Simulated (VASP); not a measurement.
Method: PBEsol GGA, VASP's PBE PAW potentials (set 64) (plane waves; VASP 6.6.1).

Input for VASP

POSCAR:
```
Cd3HgSe4
1
    0.0011512705     6.0989031617     6.0925667907
    6.0989031617     0.0011512705     6.0925667907
    3.0500272162     3.0500272162    -0.0000000000
Hg Se Cd
1 4 3
Direct
  0.9998617176   0.9998617176   0.0002765648
  0.1264564792   0.1264564792   0.2470870416
  0.1257234449   0.6226240726   0.2516524824
  0.6226240726   0.1257234449   0.2516524824
  0.6249911188   0.6249911188   0.2500177624
  0.9994156085   0.5006182467   0.9999661447
  0.5006182467   0.9994156085   0.9999661447
  0.5003093115   0.5003093115   0.9993813769
```

**KPOINTS**
```
Automatic mesh
0
Gamma
5 5 10
0 0 0
```

### INCAR
```
SYSTEM = Cd3HgSe4
PREC = Accurate
ENCUT = 400
EDIFF = 1E-7
NELM = 100
ALGO = Normal
LREAL = .FALSE.
LASPH = .TRUE.
ISMEAR = -5
GGA = PS
LMAXMIX = 6
LWAVE = .FALSE.
LCHARG = .TRUE.
LORBIT = 11
NEDOS = 601
ISIF = 2
LEFG = .TRUE.
```

POTCAR, in this order: Hg Se Cd (PBE.64 set). Program: vasp_std.

Question: What will the output report for the number of irreducible k-points (NKPTS), number of bands (NBANDS), largest plane-wave count, number of space-group operations, FFT grid (NGX, NGY, NGZ)?

Answer: 
| Item | Value |
|---|---|
| number of irreducible k-points (NKPTS) | 54 |
| number of bands (NBANDS) | 43 |
| largest plane-wave count | 4172 |
| number of space-group operations | 4 |
| FFT grid (NGX, NGY, NGZ) | 56 × 56 × 28 |

The structure was generated: Cd3HgSe4 was put into an ordered model structure (Amm2), which need not be its known phase. It was relaxed first.
